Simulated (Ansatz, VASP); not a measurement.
# Sc4GeSe in VASP and in Ansatz

```
Sc Ge Se
1.0
    -3.99146    3.99146    2.66695
     3.99146   -3.99146    2.66695
     3.99146    3.99146   -2.66695
Sc Ge Se
4 1 1
Cartesian
  2.5443 0.0000 0.0000
  5.4386 0.0000 0.0000
  0.0000 2.5443 0.0000
  0.0000 5.4386 0.0000
  0.0000 0.0000 2.6670
  0.0000 0.0000 0.0000
```

Alike in both runs: functional PBE; k mesh 4 × 4 × 4; occupations gaussian, width 0.1 eV; no spin polarisation.

Ansatz relaxed the structure, and its values are those at the end. VASP's run is a single point on that final structure, the one shown.

|  | VASP | Ansatz |
| --- | --- | --- |
| version | VASP 6.6.1 | Ansatz 0.2.0 |
| potentials or method | VASP PAW PBE potentials, release 64 (Sc_sv, Ge_d, Se) | scalar-relativistic, plane waves, PAW |
| plane-wave cutoff (eV) | 520 | 420 |
| valence electrons in the cell | 64 | 74 |

Ansatz gave:

```
gap on the k mesh at the Fermi level (eV) : none
pressure (GPa)                            : 0.1
rms of the force components (eV/Å)        : 0.000
```

Task: Which values does VASP return?

Result: gap on the k mesh at the Fermi level (eV): none; pressure (GPa): 0.2; rms of the force components (eV/Å): 0.011.

A gap of «none» marks a metal or a gap that the smearing closes. The two sets of potentials don't hold the same shells in valence.
